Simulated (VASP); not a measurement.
Given:

```xyz
2
Lattice="0.0000 2.4370 2.4370 2.4370 0.0000 2.4370 2.4370 2.4370 0.0000" Properties=species:S:1:pos:R:3 pbc="T T T"
Be     2.4370     0.0000     2.4370
S      1.2185     1.2185     1.2185
```

Computed with r2SCAN meta-GGA, VASP's PBE PAW potentials (set 64) (plane waves; VASP). Run with 400 eV cut-off, 12×12×12 Γ-centred mesh, Gaussian smearing of 0.010 eV, potentials Be S.

Q: Give the direction-averaged independent-particle dielectric function (no local fields, no excitons; a broadening of 0.1 eV leaves a tail below the gap, and fine structure carries the noise of the k-mesh).

A: 
```tsv
ħω (eV)	ε₁	ε₂
0.00	5.21	0.00
0.30	5.22	0.00
0.70	5.25	0.01
1.00	5.28	0.01
1.40	5.34	0.02
1.80	5.43	0.03
2.10	5.52	0.03
2.50	5.66	0.04
2.90	5.84	0.05
3.20	6.00	0.06
3.60	6.27	0.08
4.00	6.62	0.10
4.30	6.94	0.12
4.70	7.50	0.16
5.00	8.06	0.21
5.40	9.10	0.33
5.80	10.83	0.60
6.10	13.30	1.40
6.50	15.82	7.46
6.90	13.89	11.32
7.20	10.89	15.63
7.60	0.68	17.26
8.00	1.58	15.38
8.30	-4.49	14.26
8.70	-3.99	10.83
9.10	-4.87	6.11
9.40	-3.04	5.57
9.80	-1.94	5.65
10.10	-3.60	6.73
10.50	-4.25	4.14
10.90	-3.74	2.49
11.20	-2.65	2.01
11.60	-1.75	1.97
12.00	-1.06	2.73
12.30	-2.11	2.55
12.70	-2.02	2.61
13.10	-1.86	1.66
13.40	-1.51	1.39
13.80	-1.06	1.70
14.20	-1.83	1.34
```
ε₂ peaks at 7.5 eV (height 20.7); ε₁(0) averages 5.21, so the electronic refractive index below the gap tends to √5.21 = 2.28.

The compound is BeS in the zinc blende structure. It was relaxed first.
